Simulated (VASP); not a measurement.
# Al2Pt: structure and properties in VASP

What structure does Al2Pt take at this level, and what are its properties? The steps: relaxing cell and atoms (revPBE), second relaxation, density, ELF and potential (revPBE), band structure (revPBE), total and projected DOS (revPBE), volume scan with revPBE, fit for revPBE, vibrations at Γ (revPBE) and independent-particle dielectric function (revPBE). The start is a cell from a database of measured crystal structures.

Main program and level: VASP 6.6.1; revPBE; plane waves and PAW (Pt, Al).

The database entry behind the starting cell differs from later determinations by our own check (0.1 to 0.3 % short, probably kX units), so it need not match the best structure at ambient conditions.

## 1. Starting point

Before any relaxation, the start is as follows. Symmetry: Fm-3m, No. 225, cubic system. The conventional cell has a = 5.910 Å, b = 5.910 Å, c = 5.910 Å, α = 90.00°, β = 90.00°, γ = 90.00°. Nearest to Pt lie 8 Al at 2.56 Å. Nearest to Al lie 4 Pt at 2.56 Å. Farther neighbours are not listed.

Structure file:

```cif
data_structure
_symmetry_space_group_name_H-M 'Fm-3m'
_symmetry_Int_Tables_number 225
_cell_length_a 5.9100
_cell_length_b 5.9100
_cell_length_c 5.9100
_cell_angle_alpha 90.000
_cell_angle_beta 90.000
_cell_angle_gamma 90.000
_cell_volume 206.43
loop_
_atom_site_label
_atom_site_type_symbol
_atom_site_symmetry_multiplicity
_atom_site_Wyckoff_symbol
_atom_site_fract_x
_atom_site_fract_y
_atom_site_fract_z
_atom_site_occupancy
Pt1 Pt 4 a 0.00000 0.00000 0.00000 1
Al1 Al 8 c 0.25000 0.25000 0.75000 1
```

## 2. Relaxing cell and atoms (revPBE)

The start need not lie at this functional's minimum. ISIF = 3 frees volume, shape and positions, and EDIFFG sets the threshold on forces and stress at which the search stops. revPBE by itself binds more weakly than PBE and expands cells; dispersion terms fitted to it are the larger for that.

INCAR reads:

```
SYSTEM = Al2Pt
PREC = Accurate
ENCUT = 400
EDIFF = 1E-06
NELM = 100
ISMEAR = 0
SIGMA = 0.05
LREAL = .FALSE.
ALGO = Normal
GGA = RE
NBANDS = 14
LORBIT = 11
LWAVE = .FALSE.
LCHARG = .FALSE.
IBRION = 2
NSW = 60
ISIF = 3
EDIFFG = -0.01
```

POSCAR reads:

```
Al2Pt
1.0
    0.0000000000      2.9550000000      2.9550000000
    2.9550000000      0.0000000000      2.9550000000
    2.9550000000      2.9550000000      0.0000000000
Pt Al
1 2
Direct
    0.0000000000      0.0000000000      0.0000000000
    0.7500000000      0.7500000000      0.7500000000
    0.2500000000      0.2500000000      0.2500000000
```

KPOINTS reads:

```
Automatic mesh
0
Gamma
7 7 7
0 0 0
```

The projector-augmented-wave data sets are Pt and Al (PBE family, release 64).

The run is started by

```console
mpirun -np 1 vasp_std
```

Output:

```text
[banner, memory and clock lines left out]
running    1 mpi-ranks, on    1 nodes
 distrk:  each k-point on    1 cores,    1 groups
 distr:  one band on    1 cores,    1 groups

 POSCAR found type information on POSCAR PtAl
 POSCAR found :  2 types and       3 ions
|                                                                             |
|               ----> ADVICE to this user running VASP <----                  |
|                                                                             |
|     You enforced a specific xc type in the INCAR file but a different       |
|     [... a line on the potential file left out ...]
|     I HOPE YOU KNOW WHAT YOU ARE DOING!                                     |
|                                                                             |

 LDA part: xc-table for (Slater+PW92), standard interpolation
 POSCAR, INCAR and KPOINTS ok, starting setup
 FFT: planning ... GRIDC
 FFT: planning ... GRID_SOFT
 FFT: planning ... GRID
 WAVECAR not read
 entering main loop
       N       E                     dE             d eps       ncg     rms          rms(c)
DAV:   1     0.394126769474E+02    0.39413E+02   -0.57044E+03   576   0.776E+02
DAV:   2    -0.144904339623E+02   -0.53903E+02   -0.48608E+02   670   0.152E+02
DAV:   3    -0.158253648913E+02   -0.13349E+01   -0.13293E+01   722   0.230E+01
DAV:   4    -0.158348117240E+02   -0.94468E-02   -0.94457E-02   668   0.237E+00
DAV:   5    -0.158349683614E+02   -0.15664E-03   -0.15664E-03   724   0.312E-01    0.854E+00
DAV:   6    -0.154102252031E+02    0.42474E+00   -0.19082E+00   632   0.129E+01    0.252E+00
DAV:   7    -0.153384481733E+02    0.71777E-01   -0.14611E-01   590   0.368E+00    0.174E+00
DAV:   8    -0.153126658910E+02    0.25782E-01   -0.27499E-02   692   0.152E+00    0.256E-01
DAV:   9    -0.153129192248E+02   -0.25333E-03   -0.13994E-03   674   0.335E-01    0.164E-01
DAV:  10    -0.153131703014E+02   -0.25108E-03   -0.40811E-04   584   0.139E-01    0.177E-02
DAV:  11    -0.153131723897E+02   -0.20883E-05   -0.13550E-05   734   0.350E-02    0.895E-03
DAV:  12    -0.153131783552E+02   -0.59655E-05   -0.14142E-05   566   0.237E-02    0.251E-03
DAV:  13    -0.153131783487E+02    0.65410E-08   -0.28886E-07   490   0.527E-03
   1 F= -.15313178E+02 E0= -.15312115E+02  d E =-.153132E+02
 curvature:   0.00 expect dE= 0.000E+00 dE for cont linesearch  0.000E+00
 trial: gam= 0.00000 g(F)=  0.156E-44 g(S)=  0.792E-01 ort = 0.000E+00 (trialstep = 0.100E+01)
 search vector abs. value=  0.792E-01
 bond charge predicted
       N       E                     dE             d eps       ncg     rms          rms(c)
DAV:   1    -0.159001341205E+02   -0.58696E+00   -0.76779E+00   608   0.259E+01    0.480E+00
DAV:   2    -0.153462975424E+02    0.55384E+00   -0.25983E+00   626   0.158E+01    0.161E+00
DAV:   3    -0.153148034489E+02    0.31494E-01   -0.11368E-01   608   0.325E+00    0.776E-01
DAV:   4    -0.153111423724E+02    0.36611E-02   -0.72047E-03   646   0.460E-01    0.286E-01
DAV:   5    -0.153111194839E+02    0.22889E-04   -0.75664E-04   664   0.218E-01    0.112E-01
DAV:   6    -0.153111561100E+02   -0.36626E-04   -0.20438E-04   638   0.116E-01    0.139E-02
DAV:   7    -0.153111549086E+02    0.12014E-05   -0.21618E-05   614   0.441E-02    0.677E-03
DAV:   8    -0.153111547025E+02    0.20609E-06   -0.40690E-06   590   0.165E-02
   2 F= -.15311155E+02 E0= -.15310061E+02  d E =0.202365E-02
 trial-energy change:    0.002024  1 .order   -0.000038   -0.079151    0.079075
 step:   0.4807(harm=  0.5002)  dis= 0.00000  next Energy=   -15.331974 (dE=-0.188E-01)
 bond charge predicted
       N       E                     dE             d eps       ncg     rms          rms(c)
DAV:   1    -0.154952677614E+02   -0.18411E+00   -0.20782E+00   620   0.135E+01    0.260E+00
DAV:   2    -0.153460754849E+02    0.14919E+00   -0.75747E-01   626   0.841E+00    0.798E-01
DAV:   3    -0.153327281031E+02    0.13347E-01   -0.43771E-02   614   0.206E+00    0.201E-01
DAV:   4    -0.153317521043E+02    0.97600E-03   -0.35583E-03   638   0.325E-01    0.769E-02
DAV:   5    -0.153317303460E+02    0.21758E-04   -0.50588E-04   656   0.215E-01    0.472E-02
DAV:   6    -0.153317519667E+02   -0.21621E-04   -0.11315E-04   620   0.868E-02    0.113E-02
DAV:   7    -0.153317490666E+02    0.29001E-05   -0.10176E-05   608   0.298E-02    0.168E-03
DAV:   8    -0.153317493600E+02   -0.29342E-06   -0.42885E-07   418   0.470E-03
   3 F= -.15331749E+02 E0= -.15330694E+02  d E =-.185710E-01
 curvature:  -0.25 expect dE=-0.607E-09 dE for cont linesearch -0.607E-09
 trial: gam=-0.00018 g(F)=  0.914E-45 g(S)=  0.243E-08 ort = 0.139E-04 (trialstep = 0.896E+00)
 search vector abs. value=  0.100E-09
 reached required accuracy - stopping structural energy minimisation
```

The job ended after 20 s (1 MPI rank of Intel Xeon Platinum 8488C (Sapphire Rapids), shared host; peak memory 0.16 GiB).

The logs omit lines about the potential files and the build; timing stands in the text.

Parts of OUTCAR (step 2):

```text
ion  position               nearest neighbor table
   1  0.000  0.000  0.000-   2 2.56   2 2.56   2 2.56   2 2.56   3 2.56   3 2.56   3 2.56   3 2.56

  LATTYP: Found a face centered cubic cell.
 ALAT       =     5.9100000000

 Subroutine GETGRP returns: Found 48 space group operations
 (whereof 48 operations were pure point group operations)

The static configuration has the point symmetry O_h .

 Found     20 irreducible k-points:

   k-points           NKPTS =     20   k-points in BZ     NKDIM =     20   number of bands    NBANDS=     14

   dimension x,y,z NGX =    28 NGY =   28 NGZ =   28
   dimension x,y,z NGXF=    56 NGYF=   56 NGZF=   56

   ENCUT  =  400.0 eV  29.40 Ry    5.42 a.u.   6.81  6.81  6.81*2*pi/ulx,y,z

   NELECT =      16.0000    total number of electrons

 k-points in reciprocal lattice and weights: Automatic mesh
   0.00000000  0.00000000  0.00000000       0.003
   0.14285714  0.00000000  0.00000000       0.023
   0.28571429  0.00000000  0.00000000       0.023
   0.42857143  0.00000000  0.00000000       0.023
   0.14285714  0.14285714  0.00000000       0.017
   0.28571429  0.14285714  0.00000000       0.070
   0.42857143  0.14285714  0.00000000       0.070
  -0.42857143  0.14285714  0.00000000       0.070
  -0.28571429  0.14285714  0.00000000       0.070
[...]
-0.42857143  0.42857143  0.14285714       0.070
  -0.28571429  0.42857143  0.14285714       0.070

 average (electrostatic) potential at core
       1 -66.8933       2 -72.9429       3 -72.9429

 E-fermi :   7.6313

 k-point     1 :       0.0000    0.0000    0.0000
  band No.  band energies     occupation
    ...
      2       2.7194      2.00000
      3       2.7194      2.00000
      4       2.7194      2.00000
      5       4.0358      2.00000
      6       4.0358      2.00000
      7      10.4599      0.00000
      8      11.4157      0.00000
      9      11.4157      0.00000
     10      11.4157      0.00000
     11      12.8778      0.00000
    ...

 k-point     2 :       0.1429    0.0000    0.0000
  band No.  band energies     occupation
    ...
      2       2.5598      2.00000
      3       2.8062      2.00000
      4       2.8062      2.00000
      5       4.0104      2.00000
      6       4.0104      2.00000
      7       8.8691      0.00000
      8      10.7115      0.00000
      9      10.7115      0.00000
     10      10.8688      0.00000
     11      13.4017      0.00000
    ...

 k-point     3 :       0.2857    0.0000    0.0000
  band No.  band energies     occupation
    ...
      3       2.9660      2.00000
      4       2.9660      2.00000
      5       4.0427      2.00000
      6       4.0427      2.00000
      7       6.1278      2.00000
      8       9.5900      0.00000
      9       9.5900      0.00000
     10      11.3574      0.00000
     11      12.8601      0.00000
     12      12.9023      0.00000
    ...

  Total        0.0002244      0.0002244      0.0002244      0.0000000      0.0000000      0.0000000
  in kB        0.0067641      0.0067641      0.0067641      0.0000000      0.0000000      0.0000000
  external PRESSURE =       0.0067641 kB  Pullay stress =       0.0000000 kB

  energy-cutoff  :      400.00
  volume of cell :       53.15
      direct lattice vectors                 reciprocal lattice vectors
    -0.000000000  2.984260186  2.984260186    -0.167545713  0.167545713  0.167545713
     2.984260186  0.000000000  2.984260186     0.167545713 -0.167545713  0.167545713
     2.984260186  2.984260186  0.000000000     0.167545713  0.167545713 -0.167545713

 POSITION                                       TOTAL-FORCE (eV/Angst)
 -----------------------------------------------------------------------------------
      0.00000      0.00000      0.00000        -0.000000     -0.000000     -0.000000
      4.47639      4.47639      4.47639        -0.000000     -0.000000     -0.000000
      1.49213      1.49213      1.49213         0.000000      0.000000      0.000000
 -----------------------------------------------------------------------------------
    total drift:                               -0.000000     -0.000000      0.000000

  FREE ENERGIE OF THE ION-ELECTRON SYSTEM (eV)
  ---------------------------------------------------
  free  energy   TOTEN  =       -15.3317493600 eV

  energy  without entropy=      -15.3296390050  energy(sigma->0) =      -15.33069418

 reached required accuracy - stopping structural energy minimisation

 total charge
# of ion       s       p       d       tot
------------------------------------------
    1        0.825   0.696   8.138   9.659
    2        0.402   0.350   0.000   0.752
    3        0.402   0.350   0.000   0.752
--------------------------------------------------
tot          1.630   1.395   8.138  11.163

[... 3 further parts left out ...]
```

CONTCAR:

```
Al2Pt
   1.00000000000000
    -0.0000000000000000    2.9842601857051845    2.9842601857051845
     2.9842601857051845    0.0000000000000000    2.9842601857051845
     2.9842601857051845    2.9842601857051845    0.0000000000000000
  Pt              Al
     1     2
Direct
     0.0000000000000000    0.0000000000000000    0.0000000000000000
     0.7500000000000000    0.7500000000000000    0.7500000000000000
     0.2500000000000000    0.2500000000000000    0.2500000000000000
```

The k-mesh is coarse for a metal. The PAW data sets were made with PBE, which is usual practice but a small mismatch for other functionals. The run keeps the 48 symmetry operations of its start, so it cannot find a distortion of lower symmetry.

Step by step:

```csv
step,energy less that of the first step (eV),largest force (eV/Å),pressure (GPa),volume (Å³)
1,0.0000,0.0000,3.98,51.61
2,0.0020,0.0000,-3.74,54.86
3,-0.0186,0.0000,0.00,53.15
```

| conventional cell, symmetrised | before | after | change |
| --- | --- | --- | --- |
| a (Å) | 5.910 | 5.969 | +1.0 % |
| b (Å) | 5.910 | 5.969 | +1.0 % |
| c (Å) | 5.910 | 5.969 | +1.0 % |
| volume (Å³/atom) | 17.20 | 17.72 | +3.0 % |

The relaxed structure:

```xyz
3
Lattice="0.0000 2.9843 2.9843 2.9843 0.0000 2.9843 2.9843 2.9843 0.0000" Properties=species:S:1:pos:R:3 pbc="T T T"
Pt    0.0000    0.0000    0.0000
Al    4.4764    4.4764    4.4764
Al    1.4921    1.4921    1.4921
```

Numbers from this step:

* electrons: 16
* bands: 14
* irreducible k-points: 20
* symmetry operations: 48
* free energy (TOTEN): -15.33 eV
* energy at zero smearing: -15.33 eV
* Fermi energy: 7.631 eV
* pressure: 6.76e-4 GPa
* metallic: yes
* SCF cycles over all ionic steps: 29

It ends with forces that vanish by symmetry and a pressure of 0.00 GPa. The volume lies +3.0 % from that of the database's start.

## 3. Second relaxation

A relaxation keeps the plane waves of the cell it began with, so it is repeated from the new cell, on a basis made for it.

INCAR is that of step 2.

POSCAR reads:

```
Al2Pt
1.0
    0.0000000000      2.9842601857      2.9842601857
    2.9842601857      0.0000000000      2.9842601857
    2.9842601857      2.9842601857      0.0000000000
Pt Al
1 2
Direct
    0.0000000000      0.0000000000      0.0000000000
    0.7500000000      0.7500000000      0.7500000000
    0.2500000000      0.2500000000      0.2500000000
```

KPOINTS is that of step 2.

The run is started by

```console
mpirun -np 1 vasp_std
```

Output:

```text
[banner, memory and clock lines left out]
running    1 mpi-ranks, on    1 nodes
 distrk:  each k-point on    1 cores,    1 groups
 distr:  one band on    1 cores,    1 groups

 POSCAR found type information on POSCAR PtAl
 POSCAR found :  2 types and       3 ions
 [... a notice as in an earlier step ...]

 LDA part: xc-table for (Slater+PW92), standard interpolation
 POSCAR, INCAR and KPOINTS ok, starting setup
 FFT: planning ... GRIDC
 FFT: planning ... GRID_SOFT
 FFT: planning ... GRID
 WAVECAR not read
 entering main loop
       N       E                     dE             d eps       ncg     rms          rms(c)
DAV:   1     0.374759636014E+02    0.37476E+02   -0.57249E+03   600   0.776E+02
DAV:   2    -0.146183823398E+02   -0.52094E+02   -0.47154E+02   658   0.151E+02
DAV:   3    -0.158250511187E+02   -0.12067E+01   -0.11977E+01   734   0.217E+01
DAV:   4    -0.158352570077E+02   -0.10206E-01   -0.10205E-01   632   0.237E+00
DAV:   5    -0.158354302476E+02   -0.17324E-03   -0.17323E-03   736   0.321E-01    0.813E+00
DAV:   6    -0.154299745689E+02    0.40546E+00   -0.18928E+00   626   0.128E+01    0.241E+00
DAV:   7    -0.153571120053E+02    0.72863E-01   -0.15740E-01   608   0.378E+00    0.168E+00
DAV:   8    -0.153318193859E+02    0.25293E-01   -0.29892E-02   668   0.157E+00    0.260E-01
DAV:   9    -0.153320828189E+02   -0.26343E-03   -0.14792E-03   644   0.343E-01    0.165E-01
DAV:  10    -0.153323577088E+02   -0.27489E-03   -0.43450E-04   590   0.142E-01    0.183E-02
DAV:  11    -0.153323610534E+02   -0.33447E-05   -0.15557E-05   704   0.369E-02    0.929E-03
DAV:  12    -0.153323680643E+02   -0.70109E-05   -0.15473E-05   578   0.241E-02    0.219E-03
DAV:  13    -0.153323681008E+02   -0.36442E-07   -0.29506E-07   544   0.473E-03
   1 F= -.15332368E+02 E0= -.15331314E+02  d E =-.153324E+02
 curvature:   0.00 expect dE= 0.000E+00 dE for cont linesearch  0.000E+00
 trial: gam= 0.00000 g(F)=  0.999E-45 g(S)=  0.633E-06 ort = 0.000E+00 (trialstep = 0.100E+01)
 search vector abs. value=  0.633E-06
 reached required accuracy - stopping structural energy minimisation
```

Wall time 12 s (1 MPI rank); peak memory 0.15 GiB.

From OUTCAR (step 3):

```text
  LATTYP: Found a face centered cubic cell.
 ALAT       =     5.9685203714

The static configuration has the point symmetry O_h .

 Found     20 irreducible k-points:

   ENCUT  =  400.0 eV  29.40 Ry    5.42 a.u.   6.88  6.88  6.88*2*pi/ulx,y,z

   NELECT =      16.0000    total number of electrons

 E-fermi :   7.6312

 k-point     1 :       0.0000    0.0000    0.0000
  band No.  band energies     occupation
    ...
      2       2.7195      2.00000
      3       2.7195      2.00000
      4       2.7195      2.00000
      5       4.0359      2.00000
      6       4.0359      2.00000
      7      10.4598      0.00000
      8      11.4157      0.00000
      9      11.4157      0.00000
     10      11.4157      0.00000
     11      12.8778      0.00000
    ...

 k-point     2 :       0.1429    0.0000    0.0000
  band No.  band energies     occupation
    ...
      2       2.5599      2.00000
      3       2.8063      2.00000
      4       2.8063      2.00000
      5       4.0105      2.00000
      6       4.0105      2.00000
      7       8.8690      0.00000
      8      10.7114      0.00000
      9      10.7114      0.00000
     10      10.8686      0.00000
     11      13.4017      0.00000
    ...

  Total        0.0036221      0.0036221      0.0036221      0.0000000      0.0000000      0.0000000
  in kB        0.1091756      0.1091756      0.1091756      0.0000000      0.0000000      0.0000000
  external PRESSURE =       0.1091756 kB  Pullay stress =       0.0000000 kB

  energy-cutoff  :      400.00
  volume of cell :       53.15
      direct lattice vectors                 reciprocal lattice vectors
     0.000000000  2.984260186  2.984260186    -0.167545713  0.167545713  0.167545713
     2.984260186  0.000000000  2.984260186     0.167545713 -0.167545713  0.167545713
     2.984260186  2.984260186  0.000000000     0.167545713  0.167545713 -0.167545713

 POSITION                                       TOTAL-FORCE (eV/Angst)
 -----------------------------------------------------------------------------------
      0.00000      0.00000      0.00000         0.000000      0.000000      0.000000
      4.47639      4.47639      4.47639        -0.000000     -0.000000     -0.000000
      1.49213      1.49213      1.49213         0.000000      0.000000     -0.000000
 -----------------------------------------------------------------------------------
    total drift:                               -0.000000     -0.000000      0.000000

  FREE ENERGIE OF THE ION-ELECTRON SYSTEM (eV)
  ---------------------------------------------------
  free  energy   TOTEN  =       -15.3323681008 eV

  energy  without entropy=      -15.3302593542  energy(sigma->0) =      -15.33131373

 total charge
# of ion       s       p       d       tot
------------------------------------------
    1        0.825   0.696   8.137   9.659
    2        0.402   0.350   0.000   0.752
    3        0.402   0.350   0.000   0.752
--------------------------------------------------
tot          1.630   1.395   8.137  11.162

[... 5 parts as in an earlier step ...]

[... 6 further parts left out ...]
```

CONTCAR:

```
Al2Pt
   1.00000000000000
     0.0000000000000000    2.9842601857000002    2.9842601857000002
     2.9842601857000002    0.0000000000000000    2.9842601857000002
     2.9842601857000002    2.9842601857000002    0.0000000000000000
  Pt              Al
     1     2
Direct
     0.0000000000000000    0.0000000000000000    0.0000000000000000
     0.7500000000000000    0.7500000000000000    0.7500000000000000
     0.2500000000000000    0.2500000000000000    0.2500000000000000
```

Little changed from the start: no atom moved by 0.005 Å and no cell edge by 0.1 %.

Numbers from this step:

```
pressure                        : 0.01092 GPa
SCF cycles over all ionic steps : 13
```

It ends with forces that vanish by symmetry and a pressure of 0.01 GPa. The volume moved by under 0.01 %: the run met its threshold at the first step.

[end of part 1 of 5]

[Lines on the potential files, build, host, timing and source positions are cut from VASP's logs without a mark.]

[Logs are printed without paths, hosts, clocks, repeated set-up lines and the standing remarks that a program may print on its own settings, such as how far it seeks lower states.]

[Hosts, paths, dates, database ids (printed as entryN), source tags and the programs' standing remarks are cut or masked in the printed files.]

[A measured line is paired with the nearest computed mode of its activity, which favours agreement.]
